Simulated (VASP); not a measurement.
Wanted: the native input for a VASP 6.6.1 run.

- Task: single point
- Functional: LDA
- Potentials or basis: VASP PAW LDA potentials, release 64 (Cs_sv, Ca_sv, H)
- Cutoff: 520 eV
- k mesh: 5 × 5 × 5
- Occupations: gaussian, width 0.01 eV
- Spin: no spin polarisation
- Dipole correction: no
- Further INCAR settings: ALGO = Normal; EDIFF = 1e-06; NBANDS = 19

The structure of CsCaH3 lies in POSCAR:

```
CsCaH3
1.0
    4.6211860000      0.0000000000      0.0000000000
    0.0000000000      4.6211860000      0.0000000000
    0.0000000000      0.0000000000      4.6211860000
Cs Ca H
1 1 3
Direct
    0.0000000000      0.0000000000      0.0000000000
    0.5000000000      0.5000000000      0.5000000000
    0.5000000000      0.0000000000      0.5000000000
    0.0000000000      0.5000000000      0.5000000000
    0.5000000000      0.5000000000      0.0000000000
```

The cell comes from a database or a generator and needn't be the stable form of this composition.

The input as run:

INCAR

```
SYSTEM = CsCaH3
  ALGO = Normal
  EDIFF = 1E-6
  ENCUT = 520
  GGA = CA
  ISIF = 2
  ISMEAR = 0
  LASPH = .TRUE.
  LCHARG = .FALSE.
  LREAL = .FALSE.
  LWAVE = .FALSE.
  NBANDS = 19
  NELM = 80
  PREC = Accurate
  SIGMA = 0.01
```

KPOINTS

```
k-points
0
G
  5 5 5
  0 0 0
```

Potentials or basis: VASP PAW LDA potentials, release 64 (Cs_sv, Ca_sv, H).

The run is started by

```sh
$ cat potpaw_LDA.64/Cs_sv/POTCAR potpaw_LDA.64/Ca_sv/POTCAR potpaw_LDA.64/H/POTCAR > POTCAR
$ mpirun -np 1 vasp_std > vasp.out
```

Results of the run:

The pressure is -2.3 GPa and the band gap on the k mesh is 3.16 eV, direct.

Caveat: spin-orbit coupling is left out, which moves the levels of the heavy elements; an odd mesh through Γ misses points on the zone boundary, where band edges often lie.

Run time: 14 s on 1 thread of Intel(R) Xeon(R) Platinum 8375C CPU @ 2.90GHz (Ice Lake), with other jobs on the host, peak memory 0.18 GiB.
